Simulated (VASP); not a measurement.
# PbO (Litharge) with r2SCAN: from relaxation to properties, part 4 of 6

Aim: relax PbO (Litharge), then compute properties on the relaxed cell. The start is a cell from a database of measured crystal structures.

VASP 6.6.1, plane waves and PAW; the level of theory is named at each step.

So far, gap on the k-mesh (eV): step 2 (relaxing cell and atoms (r2SCAN)) 2.00; step 3 (second relaxation) 2.00; step 6 (total and projected DOS (r2SCAN)) 1.77. The relaxed cell has a = 3.999, c = 5.246 Å (conventional setting).

## 8. Bands along the symmetry lines (r2SCAN + SOC)

This step: r2SCAN, spin-orbit coupling; plane waves and PAW (Pb_d, O) (VASP 6.6.1).

Levels along the symmetry lines show where the bands peak and cross; KPOINTS_OPT computes them in the converged potential. Spin-orbit coupling needs spinors and the noncollinear program, where each band holds one electron.

Input file INCAR:

```
SYSTEM = PbO
PREC = Accurate
ENCUT = 520
EDIFF = 1E-06
NELM = 100
ISMEAR = 0
SIGMA = 0.05
LREAL = .FALSE.
ALGO = Normal
METAGGA = R2SCAN
LASPH = .TRUE.
LNONCOLLINEAR = .TRUE.
MAGMOM = 0 0 0 0 0 0 0 0 0 0 0 0
NBANDS = 52
GGA_COMPAT = .FALSE.
LSORBIT = .TRUE.
LORBIT = 11
LWAVE = .FALSE.
LCHARG = .FALSE.
KPAR = 4
```

Input file POSCAR:

```
PbO
1.0
    3.9991452986      0.0000000000      0.0000000000
    0.0000000000      3.9991452986      0.0000000000
    0.0000000000      0.0000000000      5.2460087614
Pb O
2 2
Direct
    0.0000000000      0.5000000000      0.7734507545
    0.5000000000      0.0000000000      0.2265492455
    0.5000000000      0.5000000000      0.0000000000
    0.0000000000      0.0000000000      0.0000000000
```

Input file KPOINTS:

```
Automatic mesh
0
Gamma
6 6 4
0 0 0
```

Input file KPOINTS_OPT:

```
Line mode
16
Line-mode
Reciprocal
  0.00000000   0.00000000   0.00000000 GAMMA
  0.00000000   0.50000000   0.00000000 X

  0.00000000   0.50000000   0.00000000 X
  0.50000000   0.50000000   0.00000000 M

  0.50000000   0.50000000   0.00000000 M
  0.00000000   0.00000000   0.00000000 GAMMA

  0.00000000   0.00000000   0.00000000 GAMMA
  0.00000000   0.00000000   0.50000000 Z

  0.00000000   0.00000000   0.50000000 Z
  0.00000000   0.50000000   0.50000000 R

  0.00000000   0.50000000   0.50000000 R
  0.50000000   0.50000000   0.50000000 A

  0.50000000   0.50000000   0.50000000 A
  0.00000000   0.00000000   0.50000000 Z

  0.00000000   0.50000000   0.00000000 X
  0.00000000   0.50000000   0.50000000 R

  0.50000000   0.50000000   0.00000000 M
  0.50000000   0.50000000   0.50000000 A
```

PAW data sets: Pb_d and O (PBE family, release 64).

Run with:

```sh
mpirun -np 4 vasp_ncl
```

Log:

```text
[... set-up lines as in an earlier step ...]
 entering main loop
       N       E                     dE             d eps       ncg     rms          rms(c)
DAV:   1     0.443778314972E+03    0.44378E+03   -0.19118E+04  3120   0.185E+03
DAV:   2    -0.447974121863E+02   -0.48858E+03   -0.46223E+03  3216   0.522E+02
DAV:   3    -0.138349472322E+03   -0.93552E+02   -0.88222E+02  3944   0.250E+02
DAV:   4    -0.145680116135E+03   -0.73306E+01   -0.72285E+01  4180   0.708E+01
DAV:   5    -0.145854876082E+03   -0.17476E+00   -0.17429E+00  4072   0.126E+01    0.110E+01
DAV:   6    -0.129779342000E+03    0.16076E+02   -0.11158E+01  4252   0.589E+01    0.327E+00
DAV:   7    -0.130219493909E+03   -0.44015E+00   -0.25520E+00  3844   0.120E+01    0.265E+00
DAV:   8    -0.130269236352E+03   -0.49742E-01   -0.45228E-01  4380   0.113E+01    0.125E+00
DAV:   9    -0.130236552179E+03    0.32684E-01   -0.15359E-01  4808   0.458E+00    0.399E-01
DAV:  10    -0.130235840707E+03    0.71147E-03   -0.20644E-02  3764   0.102E+00    0.240E-01
DAV:  11    -0.130236039087E+03   -0.19838E-03   -0.30440E-03  3960   0.674E-01    0.143E-01
DAV:  12    -0.130236055468E+03   -0.16381E-04   -0.57767E-04  3960   0.391E-01    0.733E-02
DAV:  13    -0.130235956788E+03    0.98680E-04   -0.36769E-04  3852   0.162E-01    0.168E-02
DAV:  14    -0.130235957857E+03   -0.10692E-05   -0.45334E-05  4176   0.735E-02    0.115E-02
DAV:  15    -0.130235957556E+03    0.30070E-06   -0.19035E-06  2840   0.215E-02
   1 F= -.13023596E+03 E0= -.13023596E+03  d E =-.112152E-12  mag=    -0.0000    -0.0000     0.0000
 Start KPOINTS_OPT (optional k-point list driver)
k-point batch [1-30\144]
       N       E                     dE             ncg
DAV:   1     0.839962343630E+04   -0.13509E+05     3120
DAV:   2    -0.578666142308E+04   -0.14186E+05     3184
DAV:   3    -0.833172762849E+04   -0.25451E+04     3768
DAV:   4    -0.854506677297E+04   -0.21334E+03     4064
DAV:   5    -0.855162581977E+04   -0.65590E+01     4088
DAV:   6    -0.855190115449E+04   -0.27533E+00     4136
DAV:   7    -0.855191786337E+04   -0.16709E-01     4660
DAV:   8    -0.855191835046E+04   -0.48710E-03     4416
DAV:   9    -0.855191835747E+04   -0.70119E-05     3368
DAV:  10    -0.855191835795E+04   -0.47822E-06     2360
[...]
k-point batch [121-144\144]
       N       E                     dE             ncg
DAV:   1     0.124751647146E+05   -0.24737E+05     2496
DAV:   2     0.123421767558E+04   -0.11241E+05     2592
DAV:   3    -0.718894201225E+03   -0.19531E+04     3036
DAV:   4    -0.876979609523E+03   -0.15809E+03     3240
DAV:   5    -0.881472083751E+03   -0.44925E+01     3224
DAV:   6    -0.881698062768E+03   -0.22598E+00     3404
DAV:   7    -0.881709514630E+03   -0.11452E-01     3684
DAV:   8    -0.881709773475E+03   -0.25884E-03     3488
DAV:   9    -0.881709778787E+03   -0.53123E-05     2740
DAV:  10    -0.881709779044E+03   -0.25696E-06     1684
```

The job ended after 25 min (4 MPI ranks of Intel Xeon Platinum 8488C (Sapphire Rapids), shared host; peak memory 2.4 GiB; 1.7 h of CPU time).

OUTCAR, selected parts (step 8):

```text
   k-points           NKPTS =     30   k-points in BZ     NKDIM =     30   number of bands    NBANDS=     52

   NELECT =      40.0000    total number of electrons

 E-fermi :   4.5670

 k-point     1 :       0.0000    0.0000    0.0000
  band No.  band energies     occupation
    ...
     36       2.5560      1.00000
     37       2.6608      1.00000
     38       2.6608      1.00000
     39       4.3364      1.00000
     40       4.3364      1.00000
     41       6.7901      0.00000
     42       6.7901      0.00000
     43       8.9762      0.00000
     44       8.9762      0.00000
     45      10.1822      0.00000
    ...

  Total       -0.1074391     -0.1074391      0.0713948      0.0000000      0.0000000      0.0000000
  in kB       -2.0516803     -2.0516803      1.3633701      0.0000000      0.0000000      0.0000000
  external PRESSURE =      -0.9133302 kB  Pullay stress =       0.0000000 kB

 POSITION                                       TOTAL-FORCE (eV/Angst)
 -----------------------------------------------------------------------------------
      0.00000      1.99957      4.05753         0.000000     -0.000000     -0.018834
      1.99957      0.00000      1.18848         0.000000     -0.000000      0.018834
      1.99957      1.99957      0.00000         0.000000      0.000000      0.000000
      0.00000      0.00000      0.00000         0.000000     -0.000000      0.000000
 -----------------------------------------------------------------------------------
    total drift:                                0.000000      0.000000     -0.000000

  FREE ENERGIE OF THE ION-ELECTRON SYSTEM (eV)
  ---------------------------------------------------
  free  energy   TOTEN  =      -130.2359575564 eV

  energy  without entropy=     -130.2359575564  energy(sigma->0) =     -130.23595756

 Spin-Orbit-Coupling matrix elements
 Ion:    1  E_soc:     -0.7356132
 Ion:    2  E_soc:     -0.7356132
 Ion:    3  E_soc:     -0.0009112
 Ion:    4  E_soc:     -0.0009112

 magnetization (x)
# of ion       s       p       d       tot
------------------------------------------
    1        0.000   0.000   0.000   0.000
    2        0.000   0.000   0.000   0.000
    3       -0.000   0.000   0.000  -0.000
    4        0.000   0.000   0.000   0.000
--------------------------------------------------
tot          0.000   0.000   0.000   0.000

 magnetization (y)
# of ion       s       p       d       tot
------------------------------------------
    1        0.000   0.000   0.000   0.000
    2        0.000  -0.000   0.000   0.000
    3        0.000   0.000   0.000   0.000
    4        0.000   0.000   0.000   0.000
--------------------------------------------------
tot          0.000   0.000   0.000   0.000

 magnetization (z)
# of ion       s       p       d       tot
------------------------------------------
    1        0.000   0.000   0.000   0.000
    2        0.000   0.000   0.000   0.000
    3       -0.000   0.000   0.000  -0.000
    4       -0.000   0.000   0.000  -0.000
--------------------------------------------------
tot         -0.000   0.000   0.000  -0.000

[... 7 parts as in an earlier step ...]

[... 9 further parts left out ...]
```

VASP adds spin-orbit coupling inside the spheres on scalar-relativistic partial waves, which describe the 6p1/2 states imperfectly, so such gaps can be off by a tenth of an eV or more.

This step gave:

```yaml
irreducible_k_points: 30
free_energy_toten: -130.2360 eV
fermi_energy: 4.567 eV
pressure: -0.09133 GPa
least_gap_on_mesh_and_path: 1.738 eV
least_direct_gap_on_mesh_and_path: 2.451 eV
valence_top_at_k: 0.03333, 0.03333, 0
least_direct_gap_at_k: 0, 0, 0.06667
```

On-site spin-orbit energy by atom:

```csv
atom,on-site spin-orbit energy (eV)
Pb1,-0.736
Pb2,-0.736
O3,-0.001
O4,-0.001
```

Electronic bands along the path, in eV, zero at the valence-band top; v1 is the highest filled band, c1 the lowest empty one:

```csv
point,v4,v3,v2,v1,c1,c2,c3,c4
Γ,-1.68,-1.68,0.00,0.00,2.45,2.45,4.64,4.64
0.47 of the way,-1.97,-1.97,-0.18,-0.18,3.50,3.50,3.98,3.98
X,-1.62,-1.62,-1.62,-1.62,3.53,3.53,3.53,3.53
0.53 of the way,-1.55,-1.55,-1.41,-1.41,2.72,2.72,2.75,2.75
M,-1.12,-1.12,-1.12,-1.12,1.74,1.74,1.74,1.74
0.47 of the way,-1.33,-1.33,-0.63,-0.63,3.34,3.34,3.42,3.42
Γ,-1.68,-1.68,0.00,0.00,2.45,2.45,4.64,4.64
0.47 of the way,-1.68,-1.68,-0.37,-0.37,2.21,2.21,4.45,4.45
Z,-1.69,-1.69,-0.99,-0.99,2.12,2.12,4.19,4.19
0.53 of the way,-1.27,-1.27,-0.99,-0.99,2.55,2.55,3.43,3.43
R,-1.07,-1.07,-1.07,-1.07,3.20,3.20,3.20,3.20
0.47 of the way,-1.50,-1.50,-1.37,-1.37,3.47,3.47,3.54,3.54
A,-1.12,-1.12,-1.12,-1.12,3.72,3.72,3.72,3.72
0.53 of the way,-1.38,-1.38,-1.08,-1.08,2.63,2.63,3.88,3.88
Z,-1.69,-1.69,-0.99,-0.99,2.12,2.12,4.19,4.19
jump to X,-1.62,-1.62,-1.62,-1.62,3.53,3.53,3.53,3.53
0.47 of the way,-1.35,-1.35,-1.35,-1.35,3.38,3.38,3.38,3.38
R,-1.07,-1.07,-1.07,-1.07,3.20,3.20,3.20,3.20
jump to M,-1.12,-1.12,-1.12,-1.12,1.74,1.74,1.74,1.74
0.47 of the way,-1.12,-1.12,-1.12,-1.12,2.36,2.36,2.36,2.36
A,-1.12,-1.12,-1.12,-1.12,3.72,3.72,3.72,3.72
```

Of the projections kept (Pb, O), the largest for each band there; the rest of the weight can lie on other orbitals:

```csv
point,v4,v3,v2,v1,c1,c2,c3,c4
Γ,O 0.92,O 0.92,O 0.62,O 0.62,Pb 0.81,Pb 0.81,Pb 0.94,Pb 0.94
X,O 0.62,O 0.62,O 0.62,O 0.62,Pb 0.58,Pb 0.58,Pb 0.58,Pb 0.58
M,O 0.97,O 0.97,O 0.97,O 0.97,Pb 0.83,Pb 0.83,Pb 0.83,Pb 0.83
Γ,O 0.92,O 0.92,O 0.62,O 0.62,Pb 0.81,Pb 0.81,Pb 0.94,Pb 0.94
Z,O 0.91,O 0.91,O 0.78,O 0.78,Pb 0.88,Pb 0.88,Pb 0.91,Pb 0.91
R,O 0.68,O 0.68,O 0.68,O 0.68,O 0.56,O 0.56,O 0.56,O 0.56
```

The gap moves by -0.03 eV against r2SCAN, which ran on another mesh.

## 9. Starting orbitals for the hybrid

This step: r2SCAN; plane waves and PAW (Pb_d, O) (VASP 6.6.1).

A hybrid converges badly from random orbitals, so a cheap semilocal run writes a WAVECAR on the same mesh first.

Input file INCAR:

```
SYSTEM = PbO
PREC = Accurate
ENCUT = 520
EDIFF = 1E-05
NELM = 100
ISMEAR = 0
SIGMA = 0.05
LREAL = .FALSE.
ALGO = Normal
METAGGA = R2SCAN
LASPH = .TRUE.
NBANDS = 26
LORBIT = 11
LWAVE = .TRUE.
LCHARG = .FALSE.
KPAR = 4
```

POSCAR is that of step 8.

Input file KPOINTS:

```
Automatic mesh
0
Gamma
4 4 3
0 0 0
```

Run with:

```sh
mpirun -np 4 vasp_std
```

Log:

```text
[... set-up lines as in an earlier step ...]
 entering main loop
       N       E                     dE             d eps       ncg     rms          rms(c)
DAV:   1     0.353970555158E+03    0.35397E+03   -0.20327E+04   624   0.184E+03
DAV:   2    -0.784768644156E+02   -0.43245E+03   -0.42096E+03   628   0.470E+02
DAV:   3    -0.142206882662E+03   -0.63730E+02   -0.62568E+02   844   0.196E+02
DAV:   4    -0.145195157245E+03   -0.29883E+01   -0.29688E+01   692   0.431E+01
DAV:   5    -0.145295944888E+03   -0.10079E+00   -0.10074E+00   780   0.836E+00    0.112E+01
DAV:   6    -0.129100534451E+03    0.16195E+02   -0.18420E+01   938   0.586E+01    0.343E+00
DAV:   7    -0.129498674147E+03   -0.39814E+00   -0.20831E+00   748   0.107E+01    0.263E+00
DAV:   8    -0.129587165504E+03   -0.88491E-01   -0.78362E-01   970   0.117E+01    0.177E+00
DAV:   9    -0.129520876012E+03    0.66289E-01   -0.31750E-01   942   0.559E+00    0.344E-01
DAV:  10    -0.129520074061E+03    0.80195E-03   -0.20294E-02   648   0.893E-01    0.212E-01
DAV:  11    -0.129521182835E+03   -0.11088E-02   -0.83724E-03   788   0.969E-01    0.186E-01
DAV:  12    -0.129520384996E+03    0.79784E-03   -0.17799E-03   926   0.337E-01    0.579E-02
DAV:  13    -0.129520348145E+03    0.36850E-04   -0.79234E-04   790   0.178E-01    0.372E-02
DAV:  14    -0.129520338409E+03    0.97360E-05   -0.49328E-05   664   0.906E-02
   1 F= -.12952034E+03 E0= -.12952034E+03  d E =-.901952E-13
 writing wavefunctions
```

The job ended after 45 s (4 MPI ranks; peak memory 0.79 GiB).

From OUTCAR (step 9):

```text
   k-points           NKPTS =     12   k-points in BZ     NKDIM =     12   number of bands    NBANDS=     26

   NELECT =      40.0000    total number of electrons

 E-fermi :   4.6187

 k-point     1 :       0.0000    0.0000    0.0000
  band No.  band energies     occupation
    ...
     16       0.0865      2.00000
     17       2.6229      2.00000
     18       2.6647      2.00000
     19       2.6647      2.00000
     20       4.3810      2.00000
     21       6.9395      0.00000
     22       9.7655      0.00000
     23      10.5908      0.00000
     24      10.5908      0.00000
     25      11.1835      0.00000
    ...

  Total        0.0233694      0.0233694      0.0557410      0.0000000      0.0000000      0.0000000
  in kB        0.4462662      0.4462662      1.0644420      0.0000000      0.0000000      0.0000000
  external PRESSURE =       0.6523248 kB  Pullay stress =       0.0000000 kB

 POSITION                                       TOTAL-FORCE (eV/Angst)
 -----------------------------------------------------------------------------------
      0.00000      1.99957      4.05753        -0.000000      0.000000      0.002136
      1.99957      0.00000      1.18848        -0.000000     -0.000000     -0.002136
      1.99957      1.99957      0.00000         0.000000     -0.000000      0.000000
      0.00000      0.00000      0.00000        -0.000000      0.000000      0.000000
 -----------------------------------------------------------------------------------
    total drift:                                0.000000      0.000000      0.000000

  FREE ENERGIE OF THE ION-ELECTRON SYSTEM (eV)
  ---------------------------------------------------
  free  energy   TOTEN  =      -129.5203384092 eV

  energy  without entropy=     -129.5203384092  energy(sigma->0) =     -129.52033841

[... 7 parts as in an earlier step ...]

[... 9 further parts left out ...]
```

A gap read on the k-mesh alone can miss the band edges.

This step gave:

* SCF cycles: 14
* bands: 26
* irreducible k-points: 12
* free energy (TOTEN): -129.5203 eV
* Fermi energy: 4.619 eV
* pressure: 0.06523 GPa
* valence top at k: 0, 0, 0
* least direct gap at k: 0, 0, 0
* gap on the k-mesh: 1.764 eV
* least direct gap on the k-mesh: 2.558 eV

(Continued in part 5 of 6.)

[Lines on the potential files, build, host, timing and source positions are cut from VASP's logs without a mark.]

[Logs are printed without paths, hosts, clocks, repeated set-up lines and the standing remarks that a program may print on its own settings, such as how far it seeks lower states.]

[Hosts, paths, dates, database ids (printed as entryN), source tags and the programs' standing remarks are cut or masked in the printed files.]

[A measured line is paired with the nearest computed mode of its activity, which favours agreement.]
